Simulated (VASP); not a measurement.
These are PBEsol GGA, VASP's PBE PAW potentials (set 64) (plane waves; VASP) values and carry that method's errors.

VASP input:

### KPOINTS
```
Automatic mesh
0
Gamma
6 6 2
0 0 0
```

INCAR:
```
! general
SYSTEM =SiGe
PREC   =Accurate
ENCUT  =400
LREAL  =.FALSE.
LASPH  =.TRUE.

! electronic loop
EDIFF  =1E-6
NELM   =100
ALGO   =Normal
LMAXMIX=4

! smearing
ISMEAR =0
SIGMA  =0.05

! functional
GGA    =PS

! ions
IBRION =2
NSW    =60
ISIF   =3
EDIFFG =-0.02

! output
LWAVE  =.FALSE.
LCHARG =.FALSE.
```

POSCAR:
```
SiGe
1.0
  3.9386409557   0.0000000000   0.0000000000
 -1.9693204778   3.4109627197   0.0000000000
  0.0000000000   0.0000000000   9.9218746893
Si Ge
2 2
Cartesian
 -0.0000019693   2.2739762835   2.4804686723
  1.9693224472   1.1369864362   7.4414060170
  1.9693224472   1.1369864362   2.4804686723
 -0.0000019693   2.2739762835   7.4414060170
```

POTCAR, in this order: Si Ge_d (PBE.64 set). Program: vasp_std.

Question: What will the output report for the number of irreducible k-points (NKPTS), number of bands (NBANDS), largest plane-wave count, number of space-group operations, FFT grid (NGX, NGY, NGZ)?

Answer: 
```
Quantity                                      Result
--------------------------------------  ------------
number of irreducible k-points (NKPTS)            14
number of bands (NBANDS)                          22
largest plane-wave count                        2444
number of space-group operations                  24
FFT grid (NGX, NGY, NGZ)                28 × 28 × 70
```

The structure was generated: SiGe was put into the layered h-BN type type (P6_3/mmc), which need not be its known phase. This run relaxes it. Symmetry was kept, so distortions that lower it aren't found. The start is the result of an earlier pass.
